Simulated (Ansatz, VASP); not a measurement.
**HfGe2As4 (HfGe2As4 monolayer): VASP beside Ansatz**

Wanted: the spread between two codes on one cell, functional and k mesh. Of the first pair: The structure shown is the start of the Ansatz relaxation below; VASP solves that cell, so the two are compared at the walk's first step.

Main program and level: Ansatz 0.2.0; plane waves, with VASP 6.6.1 beside it; single point at PBE with D3(BJ).

### 1. Starting point

The cell holds 7 atoms: 4 As, 2 Ge and 1 Hf. Its edges and angles: a = 3.730 Å, b = 3.730 Å, c = 50.570 Å, α = 90.0°, β = 90.0°, γ = 120.0°. Vacuum lies along c.

Structure file:

```cif
data_structure
_symmetry_space_group_name_H-M 'P 1'
_symmetry_Int_Tables_number 1
_cell_length_a 3.7300
_cell_length_b 3.7300
_cell_length_c 50.5703
_cell_angle_alpha 90.000
_cell_angle_beta 90.000
_cell_angle_gamma 120.000
_cell_volume 609.32
loop_
_atom_site_label
_atom_site_type_symbol
_atom_site_fract_x
_atom_site_fract_y
_atom_site_fract_z
_atom_site_occupancy
As1 As 0.00000 0.00000 0.40340 1
As2 As 0.33333 0.66667 0.46634 1
As3 As 0.33333 0.66667 0.53366 1
As4 As 0.00000 0.00000 0.59660 1
Ge5 Ge 0.33333 0.66667 0.42046 1
Ge6 Ge 0.33333 0.66667 0.57954 1
Hf7 Hf 0.00000 0.00000 0.50000 1
```

### 2. Ansatz: relaxation, PBE with D3(BJ)

Ansatz runs on its PAW soft_1 files.

The two programs are compared at the cell with which this relaxation starts, whose forces are those of its first step.

input.yaml reads:

```yaml
crystal:
  lattice:
    - [3.73, 0.0, 0.0]
    - [-1.865, 3.2302747561, 0.0]
    - [0.0, 0.0, 50.5703425596]
  atoms:
    - { symbol: As, position: [0.0, 0.0, 0.4033984934] }
    - { symbol: Ge, position: [0.3333333333, 0.6666666667, 0.4204638049] }
    - { symbol: As, position: [0.3333333333, 0.6666666667, 0.4663404963] }
    - { symbol: Hf, position: [0.0, 0.0, 0.5] }
    - { symbol: As, position: [0.3333333333, 0.6666666667, 0.5336595037] }
    - { symbol: Ge, position: [0.3333333333, 0.6666666667, 0.5795361951] }
    - { symbol: As, position: [0.0, 0.0, 0.5966015066] }
  periodic: [true, true, false]
kpoints:
  mp_grid: { grid: [12, 12, 1] }
hamiltonian:
  xc: pbe
  dispersion: d3bj
  pseudopotentials: { kind: paw, azcp: { folder: soft_1 } }
scf:
  occupations: { method: fermi_dirac, width: 0.05 }
  convergence: { dr2_threshold: 1.0e-09 }
relax:
  f_tol: 0.004
  max_steps: 90
  cell: {}
output:
  write_potential: true
  write_density: true
  volumetric_format: npy
```

Launch:

```console
$ ansatz run input.yaml --threads 4 --pin off --max-ram 6144MiB --backend cpu --events-out ev --progress --plain --runs-dir out
```

Numbers of over 12 decimals in the logs are rounded to 6 here.

Output:

```text
Warning: relax.cell: scf.convergence.dr2_threshold = 1e-9 eV is looser than the 1.79089305052e-10 eV advised for a relaxation that steers and ends on the stress (1e-10 eV for each atom of the cell: 7, times the square of relax.cell.stress_2d_tol = 0.05 N/m over 19.8 Å (the atoms' height at the walk's start and 5 Å past either face), 2.529e-2 GPa, over a crystal's default 0.05). What an SCF threshold leaves in a stress goes as its square root, and in the free energy as the threshold itself, and one threshold admits the most on a small cell: [figures from the program's tests cut] Set scf.convergence.dr2_threshold to 1.79089305052e-10 eV or tighter. [rest of the remark cut]
Engine: ansatz 0.2.0, aarch64-unknown-linux-gnu
Pseudopotentials: kind: paw
Pseudopotential: As, paw, valence charge 15, recommended cutoff 420 eV (normal), soft_1/As.paw.azcp
Pseudopotential: Ge, paw, valence charge 14, recommended cutoff 420 eV (normal), soft_1/Ge.paw.azcp
Pseudopotential: Hf, paw, valence charge 26, recommended cutoff 420 eV (normal), soft_1/Hf.paw.azcp
Functional definition: PBE
  parameter kappa = 0.804
  parameter beta = 0.066725
  exchange = pbe_x(kappa = kappa, mu = beta*pi^2/3)
  correlation = pbe_c(beta = beta)
Crystal: 7 atoms, lattice volume = 609.318 Å³
Basis set: ecut = 420 eV, 11941 PW (Γ), exchange–correlation on 50×50×720 points (8 copies of the dense FFT grid, shifted against one another)
Bands: 69, of which v1, the nominal top of the filled ones, is band 57 counted from 1 (56 counted from 0)
Symmetry: 12 space group operations
Space group: P-6m2 (ITA 187), of the structure as read, at distance tolerance 8.5e-5 Å
k-points: 19 of 144 (time reversal used)
Non-local potential: As, projectors of the file, l = 0: 2, l = 1: 2, l = 2: 3, l = 3: 1
Non-local potential: Ge, projectors of the file, l = 0: 2, l = 1: 2, l = 2: 3, l = 3: 1
Non-local potential: Hf, projectors of the file, l = 0: 3, l = 1: 2, l = 2: 2, l = 3: 3
PAW form: soft (Blöchl's): semilocal exchange-correlation on the pseudo side does not see the compensation charge
PAW one-centre angular grid: As, 590 points (default); XC on 64 Gauss nodes
PAW one-centre angular grid: Ge, 590 points (default); XC on 64 Gauss nodes
PAW one-centre angular grid: Hf, 590 points (default); XC on 64 Gauss nodes
Initial density: superposition of atomic densities (neutral atoms: chi_scale 0, normalization atom)
Initial wavefunctions: pseudopotential atomic-orbital guess
Functional: x = pbe(κ = 0.804, μ = 0.219515), c = pbe(β = 0.066725)
SCF iter   1: F=—  HF=-43740.010650 eV  |F-HF|=—  |Δ(HF+E_count)|=         —  Δρ=2.03e-2  dr2=4.35e0  ethr=3.10e-3  ⟨swp⟩=9.7  Hψ=6277  notcnv=0  defer=26
preconditioner: auto → LDOS  [metal: Δε(μ)=0.096 eV  Ē_g=11.003 eV  σ=0.050 eV  W_gap=0.43  n_scr=98 (ndim 8)  ℏωp=10.2 eV  f_vac=0.731  D(μ)=0.90/eV (n_scr^D=8)  β→1.0]
SCF iter   2: F=—  HF=-43740.358253 eV  |F-HF|=—  |Δ(HF+E_count)|=   3.48e-1  Δρ=1.34e-2  dr2=1.69e1  ethr=3.10e-3  ⟨swp⟩=4.6  Hψ=2815  notcnv=0  defer=94  recentre
SCF iter   3: F=—  HF=-43739.255194 eV  |F-HF|=—  |Δ(HF+E_count)|=    1.10e0  Δρ=7.23e-3  dr2=7.93e-1  ethr=3.10e-3  ⟨swp⟩=4.7  Hψ=2771  notcnv=0  defer=67
SCF iter   4: F=—  HF=-43739.156579 eV  |F-HF|=—  |Δ(HF+E_count)|=   9.86e-2  Δρ=1.65e-3  dr2=9.45e-2  ethr=6.95e-4  ⟨swp⟩=3.9  Hψ=2347  notcnv=0  defer=73
SCF iter   5: F=—  HF=-43739.134397 eV  |F-HF|=—  |Δ(HF+E_count)|=   2.22e-2  Δρ=4.86e-4  dr2=1.11e-2  ethr=8.29e-5  ⟨swp⟩=3.6  Hψ=2378  notcnv=0  defer=73
SCF iter   6: F=—  HF=-43739.133844 eV  |F-HF|=—  |Δ(HF+E_count)|=   5.54e-4  Δρ=1.20e-4  dr2=3.81e-4  ethr=9.73e-6  ⟨swp⟩=3.1  Hψ=2244  notcnv=0  defer=73
SCF iter   7: F=—  HF=-43739.133835 eV  |F-HF|=—  |Δ(HF+E_count)|=   8.47e-6  Δρ=4.19e-5  dr2=1.27e-5  ethr=3.34e-7  ⟨swp⟩=3.1  Hψ=2268  notcnv=0  defer=73
SCF iter   8: F=—  HF=-43739.133835 eV  |F-HF|=—  |Δ(HF+E_count)|=   2.52e-8  Δρ=1.42e-5  dr2=1.86e-6  ethr=1.11e-8  ⟨swp⟩=3.1  Hψ=2604  notcnv=0  defer=73
SCF iter   9: F=—  HF=-43739.133858 eV  |F-HF|=—  |Δ(HF+E_count)|=   2.34e-5  Δρ=5.70e-6  dr2=2.26e-7  ethr=1.63e-9  ⟨swp⟩=3.0  Hψ=2887  notcnv=0  defer=73
SCF iter  10: F=—  HF=-43739.133859 eV  |F-HF|=—  |Δ(HF+E_count)|=   2.24e-7  Δρ=1.83e-6  dr2=1.82e-8  ethr=1.98e-10  ⟨swp⟩=3.1  Hψ=2466  notcnv=0  defer=73
SCF iter  11: F=—  HF=-43739.133859 eV  |F-HF|=—  |Δ(HF+E_count)|=   4.16e-8  Δρ=7.82e-7  dr2=4.07e-9  ethr=1.59e-11  ⟨swp⟩=3.1  Hψ=2760  notcnv=0  defer=73
[...]
SCF 7 converged in 5 iterations: F = -43740.308789 eV  dr2 = 9.24e-10
relax step   7: F+E_penalty+E_count = -43740.30878883 eV  Δ(F+E_penalty+E_count) = -1.898e-3 eV  max|allowed force component| = 1.746e-3 eV/Å  Δτ_max = 0.0000 Å  P = +0.013 N/m  Ω = 638.123 Å³  fix = [c, alpha, beta]  reactions: c +0.000 N/m  stress off target by 1.27e-2 N/m on what of the cell is left free  SCF on the basis re-selected at this cell (its energy is not comparable with the rows above)  (5 SCF iters)
basis re-selected at this cell: Δ(F+E_penalty+E_count) = -1.898e-3 eV, ΔP = +0.010 N/m vs the last step (what re-selecting the basis moved, of the pressure what is left beyond the Pulay correction that the steps carried, after the strain that the cell walked since its last selection, with what the two solves' SCF thresholds leave and, on support functions, any second-order correction that the steps lacked; it is no measure of the basis error at this ecutwfc). The dense FFT grid was sized anew with the basis: this SCF ran on 27×27×360 points, the steps before it on 25×25×360, so part of this shift can come from that change (see relax.cell in the input reference). [rest of the remark cut]
WARN: The input density's exchange-correlation potential varies sharply where the density is thin. Do not read a vacuum level from v_tot or v_xc, or from such a field of the output density. On a cell that repeats whose density bears no net charge and no dipole along the vacuum's axis use v_es (v_loc + v_h of the components); under efield.dipole_correction with no amplitude use v_es + v_field, which holds any external [...]
SCF converged after 5 iterations
Free energy (F): -43740.308789 eV
Harris-Foulkes:  -43740.308789 eV  (|F-HF|=1.83e-7)
Internal energy: -43740.300210 eV  (E = F + TS)
E sigma→0 (E₀):  -43740.304500 eV
Entropy (-TS):   -0.008579 eV (-1.226 meV/atom)
Fermi energy:    -4.978555 eV
--- Per-component energies (eV) ---
  E_band       = -3096.218606
  E_kinetic    = 981.636994
  E_local      = -835833.659655  (includes V_loc(G=0)·N_el)
  E_nonlocal   = -1077.680854
  E_hartree    = 417301.111315
  E_xc         = -690.200667
  E_vxc        = -678.276221  (∫ρ·V_xc dr)
  E_paw        = -19777.536975  (= ΣΔE_a)
  E_vpaw       = -1090.468788  (= ΣTr[D̂ρ^β])
  E_aug_tail   = 0.000053  (compensation charges beyond the density's cutoff)
  E_ewald      = 395358.183036
  E_disp       = -2.153456  (pairwise vdW)
  E_smearing   = -0.008579  (= −TS)
  E_closure    = -0.000000  (closes the sum)
  Σ components = -43740.308789   (vs F -43740.308789, Δ=0.00e0)
--- Forces (eV/Å), atoms counted from 1 ---
  atom   1  As     0.00000000     0.00000000     0.00001534
  atom   2  Ge     0.00000000    -0.00000000     0.00174595
  atom   3  As    -0.00000000    -0.00000000    -0.00151036
  atom   4  Hf    -0.00000000    -0.00000000    -0.00000000
  atom   5  As    -0.00000000    -0.00000000     0.00151036
  atom   6  Ge     0.00000000    -0.00000000    -0.00174595
  atom   7  As     0.00000000     0.00000000    -0.00001534
  max |Σ_I F_I| component: 2.60e-16 eV/Å
--- 2D stress c σ (N/m, compression-positive) ---
        0.012684      -0.000000       0.000000
       -0.000000       0.012684       0.000000
        0.000000       0.000000       0.000000
  P = ½ c Tr σ = 0.0127 N/m
--- Band table (eV; the first three rows and the last of 19) ---
  k-point 0: bands = [... 53 lower, -5.5871, -5.5871, -4.8980, -4.8980, -4.3413, -3.8444, -3.2473, -1.8633, ... 8 higher]
  k-point 1: bands = [... 53 lower, -5.7252, -5.7005, -5.0993, -5.0257, -4.0566, -3.1880, -2.9574, -1.9686, ... 8 higher]
  k-point 2: bands = [... 53 lower, -5.9089, -5.8518, -5.5403, -5.3317, -4.1076, -2.9396, -2.9347, -1.9511, ... 8 higher]
  k-point 18: bands = [... 53 lower, -7.5131, -7.2149, -6.4571, -5.6088, -3.6055, -3.5350, -2.6736, -2.3645, ... 8 higher]
  the weakly bound empty levels are not read free of the cell's end (no_gap_told)
--- Relaxed structure (6 steps of the walk, 6 accepted, 1 SCFs on fresh bases) ---
  F+E_penalty+E_count = -43740.30878883 eV   max|allowed force component| = 1.746e-3 eV/Å   (the final SCF, on the basis selected at the relaxed cell)
  cell:  # Å, volume = 638.1227 Å³
    - [3.817147, 0, 0]
    - [-1.908573, 3.305746, 0]
    - [0, 0, 50.5703425596]
  atoms:
    - { symbol: As, position: [1.1539789047224392e-17, -5.1357255561990646e-17, 0.399547] }
    - { symbol: Ge, position: [0.333333, 0.666667, 0.421808] }
    - { symbol: As, position: [0.333333, 0.666667, 0.469744] }
    - { symbol: Hf, position: [1.0573552618554996e-17, -5.1357255561990634e-17, 0.5] }
    - { symbol: As, position: [0.333333, 0.666667, 0.530256] }
    - { symbol: Ge, position: [0.333333, 0.666667, 0.578192] }
    - { symbol: As, position: [9.607316189885588e-18, -5.1357255561990646e-17, 0.600453] }
```

The column dr2 measures how far the density is from self-consistency, as an energy; F and HF (Harris–Foulkes) agree once it is small.

(Part 1 of 2 ends here.)

[Lines on the potential files, build, host, timing and source positions are cut from VASP's logs without a mark.]

[Logs are printed without paths, hosts, clocks, repeated set-up lines and the standing remarks that a program may print on its own settings, such as how far it seeks lower states.]

[Hosts, paths, dates, database ids (printed as entryN), source tags and the programs' standing remarks are cut or masked in the printed files.]
